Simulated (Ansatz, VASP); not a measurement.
**O in two plane-wave programs**

Aim: how closely do two programs agree when they are given the same cell, functional and k mesh? The cell is taken from a series of runs on this material, whose earlier steps may have relaxed, scaled, displaced or heated it; both programs get it as it stands.

Main program and level: Ansatz 0.2.0; plane waves, with VASP 6.6.1 beside it; zone-centre phonons at PBEsol.

## 1. Set-up

The structure is trigonal, space group R-3m (No. 166). Conventional cell: a = 3.910 Å, b = 3.910 Å, c = 11.993 Å, α = 90.00°, β = 90.00°, γ = 120.00°. Nearest to O lie 1 O at 1.21 Å.

## 2. Ansatz: zone-centre phonons, PBEsol

Ansatz runs on norm-conserving files, of PseudoDojo where its log says so.

Second derivatives magnify differences that forces hide, and they need a tight electronic threshold.

input.yaml

```yaml
crystal:
  lattice:
    - [1.9551409026, 1.1288011264, 3.9977582161]
    - [-1.9551409026, 1.1288011264, 3.9977582161]
    - [0.0, -2.2576022528, 3.9977582161]
  atoms:
    - { symbol: O, position: [0.0503774007, 0.0503774007, 0.0503774007], spin: 0.62 }
    - { symbol: O, position: [0.9496225993, 0.9496225993, 0.9496225993], spin: 0.62 }
kpoints:
  mp_grid: { grid: [10, 10, 10] }
hamiltonian:
  xc: pbesol
  pseudopotentials: { kind: nc, accuracy: standard }
scf:
  occupations: { method: gaussian, width: 0.02 }
output:
  eigenvalues: true
  populations: true
magnetization:
  spin_polarized: true
phonons:
  method: dfpt
  qmesh: [2, 2, 2]
  temperatures: { t_max: 1000, t_step: 50 }
  qpath:
    path:
      - [[0.0, 0.0, 0.0], [0.5, 0.5, 0.5], [0.78018244, 0.21981756, 0.5]]
      - [[0.5, -0.21981756, 0.21981756], [0.5, 0.0, 0.0], [0.0, 0.0, 0.0], [0.35990878, -0.35990878, 0.0]]
      - [[0.64009122, 0.0, 0.35990878], [0.5, 0.0, 0.5], [0.0, 0.0, 0.0]]
    npoints: 10
  non_analytic_term:
    high_frequency_dielectric_tensor: [[1.3429, 0.0, 0.0], [0.0, 1.3429, 0.0], [0.0, 0.0, 1.6375]]
    born_effective_charges:
      - { species: O, tensor: [[0.0, 0.0, 0.0], [0.0, 0.0, 0.0], [0.0, 0.0, 0.0]] }
      - { species: O, tensor: [[0.0, 0.0, 0.0], [0.0, 0.0, 0.0], [0.0, 0.0, 0.0]] }
    source: "zone-centre run at this cell"
```

The run is started by

```console
$ ansatz run input.yaml --threads 4 --pin off --max-ram 7168MiB --backend cpu --events-out ev --progress --plain --runs-dir out
```

Numbers of over 12 decimals in the logs are rounded to 6 here.

What it wrote:

```text
Engine: ansatz 0.2.0, aarch64-unknown-linux-gnu
Pseudopotentials: kind: nc
Pseudopotential: O, nc, valence charge 6, recommended cutoff 1142.878222 eV (normal), O.nc.azcp (PseudoDojo's, or run here from an input of PseudoDojo's; its table is named by hamiltonian.pseudopotentials.accuracy)
Functional definition: PBEsol
  exchange = pbesol_x
  correlation = pbesol_c
Crystal: 2 atoms, lattice volume = 52.937 Å³
Basis set: ecut = 1142.878222 eV, 4667 PW (Γ), exchange–correlation on 108×108×108 points (8 copies of the dense FFT grid, shifted against one another)
Bands: 11, of which v1, the nominal top of the filled ones, is band 6 counted from 1 (5 counted from 0)
Symmetry: 12 space group operations
Space group: R-3m (ITA 166), of the structure as read, at distance tolerance 3.8e-5 Å
Magnetic group: BNS 166.97 (UNI 1327), of the structure as read, at distance tolerance 3.8e-5 Å
k-points: 116 of 1000
Non-local potential: O, projectors of the file, l = 0: 2, l = 1: 2, l = 2: 1
Initial density: superposition of atomic densities (chi_scale 0.1, normalization cell)
Starting moments: Σ|m| = 1.24 μB on 2 of 2 sites
Initial wavefunctions: pseudopotential atomic-orbital guess
Functional: x = pbesol(κ = 0.804, μ = 0.123457), c = pbesol(β = 0.046)
SCF 1 converged in 8 iterations: F = -892.714976 eV  dr2 = 6.10e-9
Initial density: read from a saved state, or passed on in memory by an earlier SCF of this step, an earlier step, the calling program or the single point that the run made first
Starting moments: Σ|m| = 1.24 μB on 2 of 2 sites; this step starts from the density that it was given
iter 1 solved again at ethr=7.56e-8 eV; its pass at ethr=3.10e-3 eV (dr2=9.07e-6 eV) is discarded
SCF iter   1: F=—  HF=-892.714960 eV  |F-HF|=—  |Δ(HF+E_count)|=         —  Δρ=4.05e-6 (↑4.05e-6 ↓2.01e-6)  dr2=5.12e-9  dr2_m=1.92e-9  M=2.000 μB ∫|m|=2.043 μB  β_m=0.30  ethr=7.56e-8  ⟨swp⟩=3.1  Hψ=25885  notcnv=0
preconditioner: auto → none  [insulator: Δε(μ)=1.865 eV  Ē_g=15.240 eV  σ=0.020 eV  W_gap=1.00  n_scr=8 (ndim 8)  ℏωp=16.1 eV  f_vac=0.477  D(μ)=0.00/eV (n_scr^D=0)  ε∞_Penn≈2.1]
SCF iter   2: F=—  HF=-892.714976 eV  |F-HF|=—  |Δ(HF+E_count)|=   1.62e-5  Δρ=2.68e-6 (↑2.68e-6 ↓1.62e-6)  dr2=2.02e-9  dr2_m=9.81e-10  M=2.000 μB ∫|m|=2.043 μB  β_m=0.56  ethr=4.27e-11  ⟨swp⟩=2.4  Hψ=3943  notcnv=0
SCF iter   3: F=—  HF=-892.714976 eV  |F-HF|=—  |Δ(HF+E_count)|=  4.63e-10  Δρ=5.73e-7 (↑5.73e-7 ↓4.79e-7)  dr2=2.37e-10  dr2_m=3.92e-11  M=2.000 μB ∫|m|=2.043 μB  β_m=0.55  ethr=1.68e-11  ⟨swp⟩=2.1  Hψ=3655  notcnv=0
SCF iter   4: F=—  HF=-892.714976 eV  |F-HF|=—  |Δ(HF+E_count)|=  7.53e-11  Δρ=3.04e-7 (↑3.04e-7 ↓1.78e-7)  dr2=1.09e-11  dr2_m=1.95e-11  M=2.000 μB ∫|m|=2.043 μB  β_m=0.67  ethr=1.98e-12  ⟨swp⟩=2.2  Hψ=3639  notcnv=0
SCF iter   5: F=-892.714976 eV  HF=-892.714976 eV  |F-HF|=1.14e-12  |Δ(HF+E_count)|=  1.52e-11  Δρ=4.77e-8 (↑4.77e-8 ↓3.96e-8)  dr2=1.19e-12  dr2_m=4.60e-13  M=2.000 μB ∫|m|=2.043 μB  ethr=1.00e-12  ⟨swp⟩=5.1  Hψ=8942  notcnv=0
SCF 2 converged in 5 iterations: F = -892.714976 eV  dr2 = 1.19e-12
NSCF: frozen V_eff on 116 k-points
WARN: eigensolver did not converge in 65 slots of this pass, the one above among them; of largest residual over every band (σ=↑ k=31): 1 band(s) unlocked (lowest unlocked band 10, counted from 0; max residual 9.50e-2 eV among the unlocked bands, 9.50e-2 eV over every band); of lowest unlocked band (σ=↑ k=1): band 10
NSCF: frozen V_eff on 282 k-points
DFPT response loops at q = (0, 0, 0) (fractional): preconditioner auto → none (the input reference at scf.mixing.eps_inf says where Resta's filter doesn't serve); β = 0.30; Broyden in place of MSR1
NSCF: frozen V_eff on 564 k-points
DFPT response loops at q = (0, 0, -0.5) (fractional): mixed as the last ones told, above
NSCF: frozen V_eff on 1008 k-points
DFPT response loops at q = (0, -0.5, -0.5) (fractional): mixed as the last ones told, above
NSCF: frozen V_eff on 564 k-points
DFPT response loops at q = (-0.5, -0.5, -0.5) (fractional): mixed as the last ones told, above
WARN: phonons: 2301 modes above zero would be rigid motions if what is in doubt were free, and are counted in the zero-point energy, free energy, entropy and heat capacity. With what each adds to F at 1000 K, by the weight of its row in the mesh: 1.06 cm⁻¹ (-0.001 eV; rigid weight 1.000, of which rotation 0.012), 2.32 cm⁻¹ (-0.001 eV; rigid weight 1.000, of which rotation 0.004), 2.94 cm⁻¹ (-0.001 eV; rigid weight 1.000, of which rotation 0.000), 2.97 cm⁻¹ (-0.001 eV; rigid weight 1.000, of which rotation 0.002), 3.30 cm⁻¹ (-0.001 eV; rigid weight 1.000, of which rotation 0.000), 3.36 cm⁻¹ (-0.001 eV; [rest of the remark cut]
SCF converged after 5 iterations
Magnetization: 2.0000 μB (7.0000 up, 5.0000 down)
Absolute magnetization: 2.0434 μB (∫|ρ↑−ρ↓|)
Spin contamination: 0.0047 ħ² per cell (⟨S²⟩ above its minimum at these occupations)
Per-site moments (μB) at R_I (Å): [(0.559627, 0.498457), (0.559627, 0.498457)]
Free energy (F): -892.714976 eV
Harris-Foulkes:  -892.714976 eV  (|F-HF|=1.14e-12)
Internal energy: -892.714976 eV  (E = F + TS)
E sigma→0 (E₀):  -892.714976 eV
Fermi energy:    -2.085677 eV
--- Per-component energies (eV) ---
  E_band       = -150.510257
  E_kinetic    = 583.950924
  E_local      = -1214.404624  (includes V_loc(G=0)·N_el)
  E_nonlocal   = -131.746225
  E_hartree    = 428.272723
  E_xc         = -218.566977
  E_vxc        = -244.855798  (∫ρ·V_xc dr)
  E_ewald      = -340.220799
  E_smearing   = -0.000000  (= −TS)
  E_closure    = -0.000000  (closes the sum)
  Σ components = -892.714976   (vs F -892.714976, Δ=0.00e0)
--- Band table (eV; the first three rows and the last of 232) ---
  k-point 0 ↑: bands = [... 2 lower, -10.2451, -9.8168, -9.8168, -3.1070, -3.1070, 2.9419, 7.8072, 9.8314, ... 1 higher]
  k-point 1 ↑: bands = [... 2 lower, -10.2352, -9.8356, -9.8212, -3.1188, -3.1153, 3.0793, 7.7662, 9.7776, ... 1 higher]
  k-point 2 ↑: bands = [... 2 lower, -10.2084, -9.8852, -9.8325, -3.1493, -3.1373, 3.4761, 7.6523, 9.7397, ... 1 higher]
  k-point 115 ↓: bands = [... 2 lower, -8.7885, -7.9319, -7.9319, -0.6307, -0.6307, 4.3674, 4.5568, 9.7560, ... 1 higher]
--- Phonons (Γ-DFPT): 2 representative perturbations + reference (Σ response iterations 5) ---
  ASR residual: 9.110e-5 → 0.000e0 eV/Å²; symmetrization residual: 6.469e-13 eV/Å²
  ASR residual per site (eV/Å²): 9.11e-5 9.11e-5
  Γ frequencies (cm⁻¹): -36.67 -36.67 0.00 0.00 0.00 1577.29
  non-analytic LO–TO correction: not included (the crystal's symmetry clears its Born effective charges)
--- Phonons (arbitrary-q DFPT): 4 irreducible q on the 2×2×2 mesh ---
  q = [0.0000, 0.0000, 0.0000] (star 1, of the zone-centre solve; hermiticity 4.66e-15, symmetrization 8.84e-15): -36.67 -36.67 -0.00 0.00 0.00 1577.29
  q = [0.0000, 0.0000, -0.5000] (star 3, 3 solved perturbations on 282 of 1000 k-point pairs; hermiticity 5.83e-9, symmetrization 8.18e-14, the responses' own estimated error 6.1e-5 eV/Å²): -33.88 -3.19 6.64 11.87 26.47 1575.14
  q = [0.0000, -0.5000, -0.5000] (star 3, 2 solved perturbations in 786 linear systems a pass and spin channel, the states on 504 of 1000 k-point pairs; hermiticity 2.82e-8, symmetrization 1.95e-12, the responses' own estimated error 6.2e-5 eV/Å²): -33.88 5.38 14.41 16.29 25.87 1574.73
  q = [-0.5000, -0.5000, -0.5000] (star 1, 2 solved perturbations in 398 linear systems a pass and spin channel, the states on 282 of 1000 k-point pairs; hermiticity 3.14e-12, symmetrization 1.58e-12, the responses' own estimated error 5.5e-5 eV/Å²): -37.85 -37.85 10.39 10.39 28.13 1577.73
  sum rule: each row above includes the acoustic sum rule's correction from the zone centre's row sums; it moved no ω² by more than (1.24 cm⁻¹)²
  mesh force constants: q→R imaginary residual 0.00e0; ASR residual 9.110e-5 → 0.000e0 eV/Å²; symmetrization residual 1.421e-14 eV/Å²
  interpolated dispersion: 73 rows × 6 modes
  density of states and harmonic sums: on the 20×20×20 q-mesh, interpolated from the force constants of a 2×2×2 supercell (no non-analytic term)
  largest difference from the sums on the solved wave vectors: F 3.75e-2 eV, S 4.18e-5 and C_V 4.27e-6 eV/K
  zero-point energy: 0.100601 eV/cell   skipped modes (ω ≤ 0): 1604, of them read as no rigid motion or as one in doubt: 1601 (2.049e0 modes/cell left out, lowest -37.85 cm⁻¹)   rigid motions above zero, counted: 2301   left out of the sums: 3.42e-1 of the cell's modes: C_V's classical limit lies that fraction below 3 k_B per atom; for a crystal, a wire or a layer, F and S can be off by more, and a phonons.interpolated_qmesh denser along its periods is the remedy for the sampling
--- Löwdin populations: 2 sites ---
  site symbol       q [e]    m [muB]
     0      O      5.9460     0.9953
     1      O      5.9460     0.9953
  spilling = 0.009008 (of n_electrons = 12.000000)
```

Reading the cycles: dr2 is the Hartree energy of the density residual (eV), the measure of convergence; HF is the Harris–Foulkes estimate of the energy, which meets the free energy F at convergence.

(Continued in part 2 of 2.)

[Lines on the potential files, build, host, timing and source positions are cut from VASP's logs without a mark.]

[Logs are printed without paths, hosts, clocks, repeated set-up lines and the standing remarks that a program may print on its own settings, such as how far it seeks lower states.]

[Hosts, paths, dates, database ids (printed as entryN), source tags and the programs' standing remarks are cut or masked in the printed files.]
